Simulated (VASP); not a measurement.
Calculation: PBEsol GGA, VASP's PBE PAW potentials (set 64) (plane waves; VASP 6.6.1).

A VASP calculation is set up with these files.

### POSCAR
```
KI
1
    0.0000000000     3.4715043190     3.4715043190
    3.4715043190     0.0000000000     3.4715043190
    3.4715043190     3.4715043190     0.0000000000
K I
1 1
Direct
  0.0000000000   0.0000000000   0.0000000000
  0.5000000000   0.5000000000   0.5000000000
```

### INCAR
```
! general
SYSTEM  = KI
PREC    = Accurate
ENCUT   = 520
LREAL   = F
LASPH   = T

! electronic loop
EDIFF   = 1E-7
NELM    = 100
ALGO    = Normal
LMAXMIX = 4

! smearing
ISMEAR  = 0
SIGMA   = 0.05

! functional
GGA     = PS

! ions
ISIF    = 2

! output
LWAVE   = F
LCHARG  = F
```

**KPOINTS**
```
Automatic mesh
0
Gamma
7 7 7
0 0 0
```

POTCAR, in this order: K_sv I (PBE.64 set). Program: vasp_std.

Task: What will the output report for the number of irreducible k-points (NKPTS), largest plane-wave count, number of space-group operations, FFT grid (NGX, NGY, NGZ)?

Result: 
| Quantity | Value |
|---|---|
| number of irreducible k-points (NKPTS) | 20 |
| largest plane-wave count | 2266 |
| number of space-group operations | 48 |
| FFT grid (NGX, NGY, NGZ) | 40 × 40 × 40 |

The compound is KI in the rock salt structure. This cell is one point of a volume scan, at 0.97 of the reference volume.
